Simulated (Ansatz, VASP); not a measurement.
# NiO: VASP beside Ansatz, part 2 of 2

One calculation is typed for both programs; each brings its own data sets and cutoff. How far apart do they land?

VASP 6.6.1 and Ansatz 0.2.0.

So far. Step 2 (VASP: relaxation of cell and atoms, PBE with D3(BJ) …): Experiment finds antiferromagnetic order in this phase (below 523 K, arxiv:1210.6675), so this ferromagnetic run describes another state.

### 3. Ansatz: relaxation of cell and atoms, PBE with D3(BJ), DFT+U

Level of this step: Ansatz beside VASP: Kohn-Sham DFT, plane waves, PBE with D3(BJ), DFT+U (Ansatz).

Ansatz runs on its default PAW (the set named soft_2) files.

The same cell, functional, mesh and smearing now go to Ansatz, which takes its cutoff from its data sets.

The input, input.yaml:

```yaml
crystal:
  lattice:
    - [0.0, 2.0859016414, 2.0859016414]
    - [2.0859016414, 0.0, 2.0859016414]
    - [2.0859016414, 2.0859016414, 0.0]
  atoms:
    - { symbol: Ni, position: [0.0, 0.0, 0.0], spin: 1.0 }
    - { symbol: O, position: [0.5, 0.5, 0.5] }
hamiltonian:
  xc: pbe
  pseudopotentials: { kind: paw }
  dispersion: d3bj
  hubbard: { sites: [{ species: Ni, l: d, u_eff: 5.0 }] }
magnetization:
  spin_polarized: true
kpoints:
  mp_grid: { grid: [8, 8, 8] }
scf:
  occupations: { method: gaussian, width: 0.05 }
relax:
  f_tol: 0.01
  max_steps: 60
  cell: { stress_tol: 0.05 }
output:
  forces: true
  stress: true
```

On the command line:

```bash
$ ansatz run input.yaml --threads 4 --pin off --max-ram 9216MiB --backend cpu --events-out ev --progress --plain --runs-dir out
```

Numbers of over 12 decimals in the logs are rounded to 6 here.

What it wrote:

```text
Ni: projections on atomic orbitals take those of the free atom [Ne] 3s2 3p6 3d8 4s2, of charge +0.00 (hamiltonian.pseudopotentials.projection_atoms); the dataset's partial waves leave at most 1.6e-6 of an orbital's norm unspanned inside its sphere
O: projections on atomic orbitals take those of the free atom [He] 2s2 2p4, of charge +0.00 (hamiltonian.pseudopotentials.projection_atoms); the dataset's partial waves leave at most 1.9e-8 of an orbital's norm unspanned inside its sphere
Engine: ansatz 0.2.0, aarch64-unknown-linux-gnu
Pseudopotentials: kind: paw
Pseudopotential: Ni, paw, valence charge 18, recommended cutoff 420 eV (normal), Ni.paw.azcp
Pseudopotential: O, paw, valence charge 6, recommended cutoff 420 eV (normal), O.paw.azcp
Functional definition: PBE
  parameter kappa = 0.804
  parameter beta = 0.066725
  exchange = pbe_x(kappa = kappa, mu = beta*pi^2/3)
  correlation = pbe_c(beta = beta)
Crystal: 2 atoms, lattice volume = 18.151 Å³
Basis set: ecut = 420 eV, 339 PW (Γ), exchange–correlation on 40×40×40 points (8 copies of the dense FFT grid, shifted against one another)
Bands: 17, of which v1, the nominal top of the filled ones, is band 12 counted from 1 (11 counted from 0)
Symmetry: 48 space group operations
Space group: Fm-3m (ITA 225), of the structure as read, at distance tolerance 2.6e-5 Å
Magnetic group: BNS 225.116 (UNI 1618), of the structure as read, at distance tolerance 2.6e-5 Å
k-points: 29 of 512
Non-local potential: Ni, projectors of the file, l = 0: 3, l = 1: 2, l = 2: 3, l = 3: 1
Non-local potential: O, projectors of the file, l = 0: 2, l = 1: 2, l = 2: 1
PAW form: soft (Blöchl's): semilocal exchange-correlation on the pseudo side does not see the compensation charge
PAW one-centre angular grid: Ni, 590 points (default); XC on 64 Gauss nodes
PAW one-centre angular grid: O, 110 points (default); XC on 64 Gauss nodes
Initial density: superposition of atomic densities (chi_scale 0.1, normalization cell, long waves kept (reshape's long-wave potential 0.00 eV rms))
Starting moments: Σ|m| = 1 μB on 1 of 2 sites
Initial wavefunctions: pseudopotential atomic-orbital guess
Functional: x = pbe(κ = 0.804, μ = 0.219515), c = pbe(β = 0.066725)
SCF iter   1: F=—  HF=-6407.997222 eV  |F-HF|=—  |Δ(HF+E_count)|=         —  Δρ=3.32e-1 (↑1.73e-1 ↓3.32e-1)  dr2=3.51e1  dr2_m=1.32e0  M=0.234 μB ∫|m|=0.235 μB  β_m=0.30  ethr=3.10e-3  ⟨swp⟩=5.4  Hψ=4332  notcnv=0
preconditioner: auto → none  [metal: Δε(μ)=0.036 eV  Ē_g=16.336 eV  σ=0.050 eV  W_gap=0.38  n_scr=8 (ndim 8)  ℏωp=34.9 eV  f_vac=0.000  D(μ)=2.10/eV (n_scr^D=26)  sad-step TF]
SCF iter   2: F=—  HF=-6403.626602 eV  |F-HF|=—  |Δ(HF+E_count)|=    4.37e0  Δρ=6.01e-2 (↑4.10e-2 ↓6.01e-2)  dr2=3.91e-1  dr2_m=6.50e-2  M=0.828 μB ∫|m|=0.829 μB  β_m=1.00  ethr=3.10e-3  ⟨swp⟩=3.3  Hψ=2707  notcnv=0  defer=44
SCF iter   3: F=—  HF=-6403.691096 eV  |F-HF|=—  |Δ(HF+E_count)|=   6.45e-2  Δρ=4.28e-2 (↑3.39e-2 ↓4.28e-2)  dr2=1.70e-1  dr2_m=9.12e-2  M=1.037 μB ∫|m|=1.039 μB  β_m=1.00  ethr=1.63e-3  ⟨swp⟩=3.0  Hψ=2261  notcnv=0  defer=40
SCF iter   4: F=—  HF=-6403.921648 eV  |F-HF|=—  |Δ(HF+E_count)|=   2.31e-1  Δρ=3.65e-2 (↑3.62e-2 ↓3.65e-2)  dr2=7.97e-3  dr2_m=2.12e-1  M=1.377 μB ∫|m|=1.379 μB  β_m=1.00  ethr=7.10e-4  ⟨swp⟩=2.6  Hψ=2376  notcnv=0  defer=37
SCF iter   5: F=—  HF=-6404.243569 eV  |F-HF|=—  |Δ(HF+E_count)|=   3.22e-1  Δρ=6.99e-2 (↑3.63e-2 ↓6.99e-2)  dr2=3.49e-1  dr2_m=4.13e-1  M=1.860 μB ∫|m|=1.862 μB  β_m=1.00  ethr=3.32e-5  ⟨swp⟩=2.4  Hψ=1979  notcnv=0  defer=37
SCF iter   6: F=—  HF=-6404.458424 eV  |F-HF|=—  |Δ(HF+E_count)|=   2.15e-1  Δρ=2.25e-2 (↑5.93e-3 ↓2.25e-2)  dr2=5.23e-2  dr2_m=2.40e-2  M=1.970 μB ∫|m|=1.973 μB  β_m=1.00  ethr=3.32e-5  ⟨swp⟩=3.0  Hψ=2224  notcnv=0  defer=40
SCF iter   7: F=—  HF=-6404.811670 eV  |F-HF|=—  |Δ(HF+E_count)|=   3.53e-1  Δρ=1.76e-2 (↑1.37e-2 ↓1.76e-2)  dr2=1.54e-1  dr2_m=1.02e-3  M=1.985 μB ∫|m|=1.988 μB  β_m=0.30  ethr=3.32e-5  ⟨swp⟩=3.0  Hψ=2419  notcnv=0  defer=35
Mixer restart at iter 7: flushing history
spin-set hold released at iteration 7 (site moments contracting): the magnetisation degrees of freedom join the quasi-Newton model from the next iteration; the mixer history was flushed
SCF iter   8: F=—  HF=-6405.045430 eV  |F-HF|=—  |Δ(HF+E_count)|=   2.34e-1  Δρ=1.62e-2 (↑5.04e-3 ↓1.62e-2)  dr2=2.84e-2  dr2_m=1.51e-2  M=2.000 μB ∫|m|=2.005 μB  β_m=0.47  ethr=3.32e-5  ⟨swp⟩=2.5  Hψ=2105  notcnv=0  defer=36
SCF iter   9: F=—  HF=-6405.253333 eV  |F-HF|=—  |Δ(HF+E_count)|=   2.08e-1  Δρ=1.34e-2 (↑1.34e-2 ↓2.74e-3)  dr2=2.05e-2  dr2_m=6.80e-3  M=2.000 μB ∫|m|=2.005 μB  β_m=0.66  ethr=3.32e-5  ⟨swp⟩=2.3  Hψ=2195  notcnv=0  defer=36
Mixer restart at iter 9: flushing history
SCF iter  10: F=—  HF=-6403.257751 eV  |F-HF|=—  |Δ(HF+E_count)|=         —  Δρ=1.02e-2 (↑6.12e-3 ↓1.02e-2)  dr2=2.06e-2  dr2_m=2.39e-3  M=2.000 μB ∫|m|=2.008 μB  β_m=1.00  ethr=3.32e-5  ⟨swp⟩=2.3  Hψ=2162  notcnv=0  defer=39
Mixer restart at iter 10: flushing history
SCF iter  11: F=—  HF=-6405.391455 eV  |F-HF|=—  |Δ(HF+E_count)|=    2.13e0  Δρ=1.55e-2 (↑1.44e-2 ↓1.55e-2)  dr2=8.27e-2  dr2_m=3.68e-4  M=2.000 μB ∫|m|=2.006 μB  β_m=0.66  ethr=2.08e-4  ⟨swp⟩=2.8  Hψ=2241  notcnv=0  defer=39
[...]
preconditioner: auto → none  [insulator: Δε(μ)=0.049 eV  Ē_g=16.010 eV  σ=0.050 eV  W_gap=0.51  n_scr=8 (ndim 8)  ℏωp=34.1 eV  f_vac=0.000  D(μ)=2.14/eV (n_scr^D=26)  ε∞_Penn≈5.5]
SCF iter   2: F=—  HF=-6408.401951 eV  |F-HF|=—  |Δ(HF+E_count)|=   7.74e-2  Δρ=3.40e-1 (↑1.43e-1 ↓3.40e-1)  dr2=2.59e1  dr2_m=3.42e0  M=2.049 μB ∫|m|=2.054 μB  β_m=1.00  ethr=3.10e-3  ⟨swp⟩=3.9  Hψ=2963  notcnv=0  defer=45
SCF iter   3: F=—  HF=-6403.332035 eV  |F-HF|=—  |Δ(HF+E_count)|=    5.07e0  Δρ=7.83e-2 (↑7.83e-2 ↓6.30e-2)  dr2=2.02e0  dr2_m=9.54e-2  M=1.969 μB ∫|m|=1.972 μB  β_m=0.30  ethr=3.10e-3  ⟨swp⟩=3.2  Hψ=2659  notcnv=0  defer=27
SCF iter   4: F=—  HF=-6405.569492 eV  |F-HF|=—  |Δ(HF+E_count)|=    2.24e0  Δρ=2.57e-1 (↑9.43e-2 ↓2.57e-1)  dr2=1.40e1  dr2_m=2.58e0  M=0.900 μB ∫|m|=0.901 μB  β_m=0.30  ethr=3.10e-3  ⟨swp⟩=3.1  Hψ=2595  notcnv=0  defer=36
SCF iter   5: F=—  HF=-6404.397521 eV  |F-HF|=—  |Δ(HF+E_count)|=    1.17e0  Δρ=6.42e-2 (↑3.17e-2 ↓6.42e-2)  dr2=6.82e-1  dr2_m=2.11e-1  M=1.987 μB ∫|m|=1.989 μB  β_m=1.00  ethr=3.10e-3  ⟨swp⟩=3.0  Hψ=2364  notcnv=0  defer=37
SCF iter   6: F=—  HF=-6404.714260 eV  |F-HF|=—  |Δ(HF+E_count)|=   3.17e-1  Δρ=3.34e-2 (↑2.43e-2 ↓3.34e-2)  dr2=4.93e-1  dr2_m=5.87e-3  M=2.000 μB ∫|m|=2.005 μB  β_m=1.00  ethr=2.84e-3  ⟨swp⟩=2.1  Hψ=1691  notcnv=0  defer=36
SCF iter   7: F=—  HF=-6405.008139 eV  |F-HF|=—  |Δ(HF+E_count)|=   2.94e-1  Δρ=2.04e-2 (↑1.72e-2 ↓2.04e-2)  dr2=2.20e-1  dr2_m=7.52e-4  M=2.000 μB ∫|m|=2.006 μB  β_m=0.30  ethr=2.05e-3  ⟨swp⟩=2.0  Hψ=1238  notcnv=0  defer=38
Mixer restart at iter 7: flushing history
spin-set hold released at iteration 7 (site moments contracting): the magnetisation degrees of freedom join the quasi-Newton model from the next iteration; the mixer history was flushed
SCF iter   8: F=—  HF=-6405.171776 eV  |F-HF|=—  |Δ(HF+E_count)|=   1.64e-1  Δρ=7.09e-3 (↑6.34e-3 ↓7.09e-3)  dr2=8.71e-3  dr2_m=9.50e-4  M=2.000 μB ∫|m|=2.005 μB  β_m=0.39  ethr=9.16e-4  ⟨swp⟩=2.4  Hψ=1916  notcnv=0  defer=39
SCF iter   9: F=—  HF=-6405.312010 eV  |F-HF|=—  |Δ(HF+E_count)|=   1.40e-1  Δρ=1.36e-2 (↑4.70e-3 ↓1.36e-2)  dr2=5.07e-2  dr2_m=3.95e-3  M=2.000 μB ∫|m|=2.008 μB  β_m=0.48  ethr=3.63e-5  ⟨swp⟩=2.5  Hψ=1990  notcnv=0  defer=39
SCF iter  10: F=—  HF=-6405.382750 eV  |F-HF|=—  |Δ(HF+E_count)|=   7.07e-2  Δρ=5.31e-3 (↑3.20e-3 ↓5.31e-3)  dr2=7.68e-4  dr2_m=3.10e-3  M=2.000 μB ∫|m|=2.009 μB  β_m=0.75  ethr=3.63e-5  ⟨swp⟩=2.1  Hψ=1930  notcnv=0  defer=39
SCF iter  11: F=—  HF=-6405.383583 eV  |F-HF|=—  |Δ(HF+E_count)|=   8.33e-4  Δρ=5.03e-4 (↑3.04e-4 ↓5.03e-4)  dr2=4.24e-5  dr2_m=1.23e-5  M=2.000 μB ∫|m|=2.008 μB  β_m=0.75  ethr=3.20e-6  ⟨swp⟩=2.0  Hψ=2111  notcnv=0  defer=39
SCF iter  12: F=—  HF=-6405.383592 eV  |F-HF|=—  |Δ(HF+E_count)|=   8.80e-6  Δρ=4.29e-4 (↑4.29e-4 ↓2.13e-4)  dr2=4.10e-5  dr2_m=2.58e-6  M=2.000 μB ∫|m|=2.008 μB  β_m=0.59  ethr=1.77e-7  ⟨swp⟩=2.0  Hψ=1643  notcnv=0  defer=39
SCF iter  13: F=—  HF=-6405.383575 eV  |F-HF|=—  |Δ(HF+E_count)|=   1.64e-5  Δρ=1.03e-4 (↑7.97e-5 ↓1.03e-4)  dr2=1.31e-7  dr2_m=1.43e-6  M=2.000 μB ∫|m|=2.008 μB  β_m=0.80  ethr=1.71e-7  ⟨swp⟩=2.2  Hψ=1436  notcnv=0  defer=39
SCF iter  14: F=-6405.383576 eV  HF=-6405.383576 eV  |F-HF|=1.25e-8  |Δ(HF+E_count)|=   9.70e-7  Δρ=1.13e-5 (↑5.24e-6 ↓1.13e-5)  dr2=2.24e-8  dr2_m=6.43e-9  M=2.000 μB ∫|m|=2.008 μB  ethr=4.17e-10  ⟨swp⟩=3.0  Hψ=2501  notcnv=0
SCF 1 converged in 14 iterations: F = -6405.383576 eV  dr2 = 2.24e-8
Symmetry: 8 space group operations
k-points: 78 of 512
Initial density: read from a saved state, or passed on in memory by an earlier SCF of this step, an earlier step, the calling program or the single point that the run made first
Initial wavefunctions: those read from a saved state, or passed on in memory by an earlier step or the calling program
iter 1 solved again at ethr=9.30e-11 eV; its pass at ethr=4.17e-6 eV (dr2=2.23e-8 eV) is discarded
SCF iter   1: F=—  HF=-6405.383576 eV  |F-HF|=—  |Δ(HF+E_count)|=         —  Δρ=1.13e-5 (↑5.22e-6 ↓1.13e-5)  dr2=2.23e-8  dr2_m=6.44e-9  M=2.000 μB ∫|m|=2.008 μB  ethr=9.30e-11  ⟨swp⟩=1.0  Hψ=16170  notcnv=0
SCF converged after 5 iterations
Magnetization: 2.0000 μB (13.0000 up, 11.0000 down)
Absolute magnetization: 2.0068 μB (∫|ρ↑−ρ↓|, with the PAW one-centre terms)
Spin contamination: 0.0015 ħ² per cell (⟨S²⟩ above its minimum at these occupations)
Per-site moments (μB) at R_I (Å): [(1.706240, 0.872596), (0.223820, 0.872596)]
Free energy (F): -6405.383576 eV
Harris-Foulkes:  -6405.383576 eV  (|F-HF|=1.55e-11)
Internal energy: -6405.383576 eV  (E = F + TS)
E sigma→0 (E₀):  -6405.383576 eV
Fermi energy:    13.903627 eV
--- Per-component energies (eV) ---
  E_band       = -368.834255
  E_kinetic    = 449.096134
  E_local      = -4053.465470  (includes V_loc(G=0)·N_el)
  E_nonlocal   = 690.222359
  E_hartree    = 1663.307946
  E_xc         = -155.746551
  E_vxc        = -199.736300  (∫ρ·V_xc dr)
  E_hubbard    = 0.650125  (on-site DFT+U / exact-exchange correction)
  E_vhub       = -19.363657  (the Hubbard potential's part of the band-sum identity)
  E_paw        = -1789.501481  (= ΣΔE_a)
  E_vpaw       = -562.206180  (= ΣTr[D̂ρ^β])
  E_aug_tail   = 0.003065  (compensation charges beyond the density's cutoff)
  E_ewald      = -3209.434823
  E_disp       = -0.514881  (pairwise vdW)
  E_smearing   = -0.000000  (= −TS)
  E_closure    = 0.000000  (closes the sum)
  Σ components = -6405.383576   (vs F -6405.383576, Δ=0.00e0)
--- Forces (eV/Å), atoms counted from 1 ---
  atom   1  Ni     0.00000000     0.00000000    -0.00000000
  atom   2  O     -0.00000000    -0.00000000     0.00000000
  max |Σ_I F_I| component: 4.26e-29 eV/Å
--- Stress (GPa, compression-positive) ---
        0.016473       0.000000      -0.000000
        0.000000       0.016473       0.000000
       -0.000000       0.000000       0.016473
  P = ⅓ Tr σ = 0.0165 GPa (0.165 kbar)
--- Relaxed structure (5 steps of the walk, 5 accepted, 2 SCFs on fresh bases) ---
  F+E_penalty+E_count = -6405.38357639 eV   max|allowed force component| = 2.919e-29 eV/Å   (the final SCF, on the basis selected at the relaxed cell)
  cell:  # Å, volume = 18.9321 Å³
    - [0, 2.115385, 2.115385]
    - [2.115385, 0, 2.115385]
    - [2.115385, 2.115385, 0]
  atoms:
    - { symbol: Ni, position: [0, 0, 0] }
    - { symbol: O, position: [0.500000, 0.500000, 0.500000] }
```

Run time: 4.6 s. Hardware: 4 threads of Arm Neoverse V2, shared host; peak memory 0.38 GiB; 15 s of CPU time.

### 4. Differences

Known differences besides the potentials themselves: U acts on the PAW sphere in VASP and on atomic orbitals in Ansatz, so only states and trends compare; both relaxations stop at a tolerance, which leaves soft axes loose, and VASP keeps its plane-wave basis; the data sets hold 24 valence electrons in Ansatz (default PAW (the set named soft_2) files) and 16 in VASP; the cutoff is 420 eV in Ansatz and 520 eV in VASP; Ansatz adds a Pulay correction to the stress that steers its cell, VASP none; site moments are counted in spheres of each program's own size. Total energies have different zeros and are not compared.

Both answers:

| quantity | Ansatz | VASP | difference |
| --- | --- | --- | --- |
| volume (Å³) | 18.93 | 18.28 | +3.57 % |
| edge a after relaxation, in the typed setting (Å) | 2.992 | 2.957 | +1.18 % |
| total moment (μB) | 2.00 | 2.00 | 0.00 |
| moment on Ni1 (μB) | 1.71 | 1.78 | -0.08 |
| moment on O2 (μB) | 0.22 | 0.20 | +0.02 |

The walks stopped with 0.02 GPa left in Ansatz and -0.09 GPa in VASP; each walk ends within a tolerance, so the volume difference is uncertain by about these residues over the bulk modulus, most in soft cells.

### 5. Summary of results

| Quantity | Value |
| --- | --- |
| difference in volume (relaxation of cell and atoms, PBE with D3(BJ), DFT+U) | 3.6 % |

The difference in volume is 3.6 % (relaxation of cell and atoms, PBE with D3(BJ), DFT+U). How closely two codes agree says nothing of how well the functional describes the real material.

[Lines on the potential files, build, host, timing and source positions are cut from VASP's logs without a mark.]

[Logs are printed without paths, hosts, clocks, repeated set-up lines and the standing remarks that a program may print on its own settings, such as how far it seeks lower states.]

[Hosts, paths, dates, database ids (printed as entryN), source tags and the programs' standing remarks are cut or masked in the printed files.]
